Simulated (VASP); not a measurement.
The system is W2C3.

```
W C
1.0
     2.84401    0.00000    0.00000
    -1.42201    2.46299    0.00000
     0.00000    0.00000   13.86700
W C
4 6
Cartesian
  0.0000 1.6420 2.0120
  1.4220 0.8210 8.9455
  0.0000 1.6420 4.9215
  1.4220 0.8210 11.8550
  0.0000 0.0000 3.4668
  0.0000 0.0000 10.4002
  0.0000 1.6420 13.6680
  1.4220 0.8210 6.7345
  0.0000 1.6420 7.1325
  1.4220 0.8210 0.1990
```

The cell was built by a generator and needn't be a form met in nature.

```yaml
Program: VASP 6.6.1
Task: relaxation of cell and atoms
Functional: PBE
Potentials_or_basis: VASP PAW PBE potentials, release 64 (W_sv, C)
Cutoff: 520 eV
k_mesh: 12 × 12 × 2
Occupations: gaussian, width 0.1 eV
Spin: no spin polarisation
```

At the start: pressure -8.1 GPa; volume 9.71 Å³/atom.

Q: Where does the relaxation end?

A: Over 12 steps the energy falls by 21.9 meV/atom and the volume is 9.53 Å³/atom (-1.9 %); space group P6_3/mmc (No. 194, to 0.05 Å).

The path:
```tsv
step	energy change (eV)	largest force (eV/Å)	pressure (GPa)	volume (Å³)
1	0.0000	0.6219	-8.10	97.13
2	0.0670	0.4526	19.96	90.36
3	-0.1519	0.3104	3.51	93.95
4	-0.1938	0.3339	-0.85	95.01
5	-0.2010	0.1798	0.25	94.71
6	-0.2082	0.1278	-0.13	94.94
7	-0.2110	0.1041	-0.52	95.23
8	-0.2156	0.0698	0.05	95.14
9	-0.2178	0.0236	0.87	95.03
10	-0.2178	0.0789	-0.68	95.48
11	-0.2184	0.0275	0.07	95.25
12	-0.2185	0.0043	-0.03	95.30
```

Final structure:
```cif
data_structure
_symmetry_space_group_name_H-M 'P 1'
_symmetry_Int_Tables_number 1
_cell_length_a 2.7783
_cell_length_b 2.7783
_cell_length_c 14.2572
_cell_angle_alpha 90.000
_cell_angle_beta 90.000
_cell_angle_gamma 120.000
_cell_volume 95.30
loop_
_atom_site_label
_atom_site_type_symbol
_atom_site_fract_x
_atom_site_fract_y
_atom_site_fract_z
_atom_site_occupancy
W1 W 0.33333 0.66667 0.14836 1
W2 W 0.66667 0.33333 0.64836 1
W3 W 0.33333 0.66667 0.35164 1
W4 W 0.66667 0.33333 0.85164 1
C1 C 0.00000 0.00000 0.25000 1
C2 C 0.00000 0.00000 0.75000 1
C3 C 0.33333 0.66667 0.98563 1
C4 C 0.66667 0.33333 0.48563 1
C5 C 0.33333 0.66667 0.51437 1
C6 C 0.66667 0.33333 0.01437 1
```
